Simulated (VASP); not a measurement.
An input for Quantum ESPRESSO's pw.x (written as the equivalent of a VASP run, and not itself run):

```
&CONTROL
  calculation = 'vc-relax'
  pseudo_dir = './pseudo'
  outdir = './out'
  tprnfor = .true.
  tstress = .true.
  nstep = 40
  forc_conv_thr = 0.00078
/
&SYSTEM
  ibrav = 0
  nat = 3
  ntyp = 2
  ecutwfc = 84
  occupations = 'smearing'
  smearing = 'methfessel-paxton'
  degauss = 0.00735
  input_dft = 'pz'
/
&ELECTRONS
  conv_thr = 7.3e-08
  electron_maxstep = 100
/
&IONS
/
&CELL
  press = 50
/
ATOMIC_SPECIES
  Mg 24.305 Mg.upf
  Si 28.085 Si.upf
CELL_PARAMETERS angstrom
    -0.0000000    3.0504652    3.0504652
     3.0504652    0.0000000    3.0504652
     3.0504652    3.0504652    0.0000000
ATOMIC_POSITIONS crystal
  Mg   0.2500000  0.2500000  0.2500000
  Mg   0.7500000  0.7500000  0.7500000
  Si   0.0000000  0.0000000  0.0000000
K_POINTS automatic
  9 9 9 0 0 0
```

Question: Write the VASP files for the same calculation (LDA).

Answer: This is not unique; one that fits is 
### KPOINTS
```
Automatic mesh
0
Gamma
9 9 9
0 0 0
```

INCAR:
```
SYSTEM = Mg2Si
PREC = Accurate
ENCUT = 500
EDIFF = 1E-6
NELM = 100
ALGO = Normal
LREAL = .FALSE.
LASPH = .TRUE.
ISMEAR = 1
SIGMA = 0.1
LWAVE = .FALSE.
LCHARG = .FALSE.
IBRION = 2
ISIF = 3
NSW = 40
EDIFFG = -0.02
PSTRESS = 50
```

File POSCAR:
```
Mg2Si
1.0
  0.0000000000   3.0504652399   3.0504652399
  3.0504652399   0.0000000000   3.0504652399
  3.0504652399   3.0504652399   0.0000000000
Mg Si
2 1
direct
  0.2500000000   0.2500000000   0.2500000000
  0.7500000000   0.7500000000   0.7500000000
  0.0000000000   0.0000000000   0.0000000000
```

POTCAR, in this order: Mg Si (LDA.64 set). Program: vasp_std.

The two are equivalent in intent, not identical: the potentials are each code's own (VASP's PAW set, PseudoDojo norm-conserving files in pw.x), so ENCUT and ecutwfc are chosen apart and not converted; conv_thr bounds pw.x's estimated SCF error, while EDIFF bounds the energy change between steps; forc_conv_thr acts on force components and is met together with etot_conv_thr.

The compound is Mg2Si in the antifluorite structure. It was relaxed first under an external pressure of 5 GPa.
